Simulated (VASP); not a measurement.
Here is the system:

```cif
data_Tl2
_chemical_formula_sum 'Tl2'
_space_group_name_H-M_alt 'P 1'
_space_group_IT_number 1
_cell_length_a 3.58334
_cell_length_b 3.58334
_cell_length_c 5.63897
_cell_angle_alpha 90.000
_cell_angle_beta 90.000
_cell_angle_gamma 120.000
loop_
_space_group_symop_operation_xyz
  'x, y, z'
loop_
_atom_site_label
_atom_site_type_symbol
_atom_site_fract_x
_atom_site_fract_y
_atom_site_fract_z
_atom_site_occupancy
Tl1 Tl 0.33333 0.66667 0.25000 1
Tl2 Tl 0.66667 0.33333 0.75000 1
```

These are PBE GGA, VASP's PBE PAW potentials (set 64) (plane waves; VASP) values and carry that method's errors. Run with 480 eV cut-off, 12×12×6 Γ-centred mesh, first-order Methfessel-Paxton smearing of 0.10 eV, potentials Tl_d.

Each relaxation starts from this cell; other phases were not tried.

**Question.** The cell is relaxed at 1 GPa. What happens?

**Answer.** The volume per atom goes from 31.35 to 30.40 Å³ (-3.0 %), and the cell becomes a = b = 3.5499 Å, c = 5.5714 Å, α = β = 90.00°, γ = 120.00°, space group P6_3/mmc.

Failed runs are left out, and for metals the shear rows, which the mesh's noise covers.

The compound is Tl in the hcp structure.
